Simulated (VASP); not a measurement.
A run of VASP 6.6.1 is set up as follows.

File POSCAR:

```
Be3Se2O
1.0
    5.0780500000     -2.8719600000      0.0000000000
    5.0780500000      2.8719600000      0.0000000000
    0.0000000000      0.0000000000      5.4449600000
Be Se O
6 4 2
Direct
    0.8386350000      0.4292100000      0.4135620000
    0.5707900000      0.1613650000      0.4135620000
    0.1095090000      0.8904910000      0.3276790000
    0.4292100000      0.8386350000      0.9135620000
    0.1613650000      0.5707900000      0.9135620000
    0.8904910000      0.1095090000      0.8276790000
    0.8350330000      0.4840180000      0.0072250000
    0.4840180000      0.8350330000      0.5072250000
    0.1649670000      0.5159820000      0.5072250000
    0.5159820000      0.1649670000      0.0072250000
    0.8534360000      0.1465640000      0.4999890000
    0.1465640000      0.8534360000      0.9999890000
```

The input INCAR.step1:

```
SYSTEM = Be3Se2O
PREC     = Accurate       ! precision mode
ENCUT    = 520            ! plane-wave cutoff, eV
EDIFF    = 1E-8           ! SCF threshold, eV
ISMEAR   = 0              ! smearing method
SIGMA    = 0.03           ! smearing width, eV
LREAL    = .False.        ! projectors in reciprocal space
LASPH    = .True.         ! aspherical terms in the spheres
NELM     = 100            ! most SCF steps
ALGO     = Fast           ! electronic algorithm
ISIF     = 3              ! what is computed and relaxed
LWAVE    = .False.        ! write WAVECAR
LCHARG   = .False.        ! write CHGCAR
GGA      = PE             ! functional
KPAR     = 8            
IBRION   = 2              ! ionic algorithm
NSW      = 40             ! ionic steps
EDIFFG   = -0.002         ! ionic threshold
```

The input INCAR.step2:

```
SYSTEM = Be3Se2O
PREC     = Accurate       ! precision mode
ENCUT    = 520            ! plane-wave cutoff, eV
EDIFF    = 1E-8           ! SCF threshold, eV
ISMEAR   = 0              ! smearing method
SIGMA    = 0.03           ! smearing width, eV
LREAL    = .False.        ! projectors in reciprocal space
LASPH    = .True.         ! aspherical terms in the spheres
NELM     = 100            ! most SCF steps
ALGO     = Fast           ! electronic algorithm
ISIF     = 3              ! what is computed and relaxed
LWAVE    = .False.        ! write WAVECAR
LCHARG   = .False.        ! write CHGCAR
GGA      = PE             ! functional
KPAR     = 8            
IBRION   = 6              ! ionic algorithm
NFREE    = 2            
POTIM    = 0.015          ! step
NSW      = 1              ! ionic steps
```

The input KPOINTS:

```
regular mesh
0
Gamma
  4 4 4
  0 0 0
```

Potentials or basis: VASP PAW PBE potentials, release 64 (Be, Se, O).

Run with:

```console
$ cat potpaw_PBE.64/Be/POTCAR potpaw_PBE.64/Se/POTCAR potpaw_PBE.64/O/POTCAR > POTCAR
$ cp INCAR.step1 INCAR
$ mpirun -np 8 vasp_std > vasp.out
$ cp CONTCAR POSCAR
$ cp INCAR.step2 INCAR
$ mpirun -np 8 vasp_std > vasp.out
```

Task: Predict the Voigt bulk modulus.

Result: 100 GPa.

Task: Estimate the highest phonon frequency at Γ, LO-TO splitting left out.

Result: 676 cm⁻¹.

Phonon frequencies in cm⁻¹ (negative: imaginary):
```csv
q point,frequencies
"(0.000, 0.000, 0.000)",0 0 0 119 126 175 177 181 191 203 206 211 307 328 340 355 375 394 407 445 455 455 455 464 467 491 495 503 505 527 547 579 622 634 655 676
```
